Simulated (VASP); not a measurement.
All values below come from PBEsol GGA, VASP's PBE PAW potentials (set 64) (plane waves; VASP 6.6.1).

Input for VASP

File POSCAR:
```
Rh
1.0
  0.0000000000   1.8873668608   1.8873668608
  1.8873668608   0.0000000000   1.8873668608
  1.8873668608   1.8873668608   0.0000000000
Rh
1
Direct
  1.0000000000   1.0000000000   1.0000000000
```

INCAR:
```
# general
SYSTEM  = Rh
PREC    = Accurate
ENCUT   = 400
LREAL   = .False.
LASPH   = .True.

# electronic loop
EDIFF   = 1E-8
NELM    = 100
ALGO    = Normal
LMAXMIX = 4

# smearing
ISMEAR  = 1
SIGMA   = 0.1

# functional
GGA     = PS

# ions
IBRION  = 1
NSW     = 30
ISIF    = 2
EDIFFG  = -0.001

# output
LWAVE   = .False.
LCHARG  = .False.
```

**KPOINTS**
```
Automatic mesh
0
Gamma
15 15 15
0 0 0
```

POTCAR, in this order: Rh_pv (PBE.64 set). Program: vasp_std.

What VASP printed:

**OSZICAR**
```
       N       E                     dE             d eps       ncg     rms          rms(c)
DAV:   1     0.956139973625E+02    0.95614E+02   -0.82060E+03  2665   0.122E+03
DAV:   2    -0.752437751501E+01   -0.10314E+03   -0.98655E+02  2750   0.347E+02
DAV:   3    -0.876487703246E+01   -0.12405E+01   -0.12358E+01  3015   0.433E+01
DAV:   4    -0.877218350751E+01   -0.73065E-02   -0.73060E-02  2916   0.348E+00
DAV:   5    -0.877229325853E+01   -0.10975E-03   -0.10975E-03  3002   0.392E-01    0.116E+01
DAV:   6    -0.816693469607E+01    0.60536E+00   -0.13785E+00  2727   0.175E+01    0.370E+00
DAV:   7    -0.814278662370E+01    0.24148E-01   -0.29377E-02  3060   0.220E+00    0.169E+00
DAV:   8    -0.813764441412E+01    0.51422E-02   -0.43711E-03  2727   0.108E+00    0.219E-01
DAV:   9    -0.813747015731E+01    0.17426E-03   -0.12008E-04  3054   0.177E-01    0.326E-02
DAV:  10    -0.813747594713E+01   -0.57898E-05   -0.26992E-06  2913   0.231E-02    0.352E-03
DAV:  11    -0.813747605253E+01   -0.10541E-06   -0.26735E-07  3042   0.756E-03    0.623E-04
DAV:  12    -0.813747590298E+01    0.14955E-06   -0.93009E-09  1815   0.165E-03    0.341E-05
DAV:  13    -0.813747590595E+01   -0.29668E-08   -0.41027E-10  1515   0.263E-04
   1 F= -.81374759E+01 E0= -.81374191E+01  d E =-.813748E+01
```

### OUTCAR
```
------------------------ aborting loop because EDIFF is reached ----------------------------------------
  FORCE on cell =-STRESS in cart. coord.  units (eV):
  Direction    XX          YY          ZZ          XY          YZ          ZX
  --------------------------------------------------------------------------------------
  Total       -0.0102766     -0.0102766     -0.0102766     -0.0000000     -0.0000000      0.0000000
  in kB       -1.2245079     -1.2245079     -1.2245079     -0.0000000     -0.0000000      0.0000000
  external PRESSURE =      -1.2245079 kB  Pullay stress =       0.0000000 kB
  volume of cell :       13.45
      direct lattice vectors                 reciprocal lattice vectors
     0.000000000  1.887366861  1.887366861    -0.264919349  0.264919349  0.264919349
     1.887366861  0.000000000  1.887366861     0.264919349 -0.264919349  0.264919349
     1.887366861  1.887366861  0.000000000     0.264919349  0.264919349 -0.264919349
 POSITION                                       TOTAL-FORCE (eV/Angst)
 -----------------------------------------------------------------------------------
      0.00000      0.00000      0.00000         0.000000      0.000000     -0.000000
 -----------------------------------------------------------------------------------
    total drift:                                0.000000     -0.000000      0.000000
  FREE ENERGIE OF THE ION-ELECTRON SYSTEM (eV)
  ---------------------------------------------------
  free  energy   TOTEN  =        -8.1374759059 eV

  energy  without entropy=       -8.1373056209  energy(sigma->0) =       -8.13741914

 reached required accuracy - stopping structural energy minimisation
```
(Selected blocks of OUTCAR.)

The compound is Rh in the fcc structure. It was relaxed first. The start is the result of an earlier pass.
